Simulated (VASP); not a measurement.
Write the native input for VASP 6.6.1 that does the following.

```
Task                   : relaxation of cell and atoms
Functional             : PBE
Potentials or basis    : VASP PAW PBE potentials, release 64 (Ti_sv, Mo_sv, Se)
Cutoff                 : 520 eV
k mesh                 : 3 × 3 × 3
Occupations            : gaussian, width 0.15 eV
Spin                   : no spin polarisation
Further INCAR settings : PREC = Normal; ALGO = Fast; EDIFF = 0.0001; IBRION = 2; EDIFFG = -0.08; NSW = 24; ISIF = 3
```

The structure of TiMoSe4 lies in POSCAR:

```
TiMoSe4
1.0
    0.0000000000      4.0944979800      4.0944979800
    4.0944979800      0.0000000000      4.0944979800
    4.0944979800      4.0944979800      0.0000000000
Ti Mo Se
1 1 4
Direct
    0.0000000000      0.0000000000      0.0000000000
    0.2500000000      0.2500000000      0.2500000000
    0.6242774100      0.6242774100      0.1271677600
    0.6242774100      0.1271677600      0.6242774100
    0.1271677600      0.6242774100      0.6242774100
    0.6242774100      0.6242774100      0.6242774100
```

The cell was built by a generator and needn't be a form met in nature.

These files were run (other wordings do the same):

INCAR

```
SYSTEM = TiMoSe4
PREC = Normal ; ENCUT = 520
EDIFF = 1E-4 ; ISMEAR = 0
SIGMA = 0.15 ; LREAL = .False.
LASPH = .True. ; NELM = 60
ALGO = Fast ; ISIF = 3
LWAVE = .False. ; LCHARG = .False.
GGA = PE ; IBRION = 2
NSW = 24 ; EDIFFG = -0.08
```

KPOINTS

```
Automatic mesh
0
Gamma
  3 3 3
  0 0 0
```

Potentials or basis: VASP PAW PBE potentials, release 64 (Ti_sv, Mo_sv, Se).

The run is started by

```bash
$ cat potpaw_PBE.64/Ti_sv/POTCAR potpaw_PBE.64/Mo_sv/POTCAR potpaw_PBE.64/Se/POTCAR > POTCAR
$ mpirun -np 1 vasp_std > vasp.out
```

Results of the run:

The relaxed volume is 19.26 Å³/atom and the relaxed cell is a = 5.467 Å, b = 5.467 Å, c = 5.467 Å, α = 60.00°, β = 60.00°, γ = 60.00°. The space group after relaxing (to 0.05 Å) is F-43m (No. 216). The energy gained by relaxing is 134.5 meV/atom and the ionic steps are 5. The pressure after relaxing is -0.3 GPa, the largest force after relaxing is 0.042 eV/Å and the band gap on the k mesh is none (metal or under the smearing width).

Caveat: the k mesh is coarse (spacing up to 0.44 Å⁻¹), so the values aren't converged; the volume moved by over 15 % at a fixed basis, so the end points are rough; the relaxation stopped at a loose force limit of 0.08 eV/Å, so its end isn't a converged minimum.

Run time: 56 s on 1 thread of Intel(R) Xeon(R) 6975P-C (Granite Rapids), with other jobs on the host, peak memory 0.19 GiB.
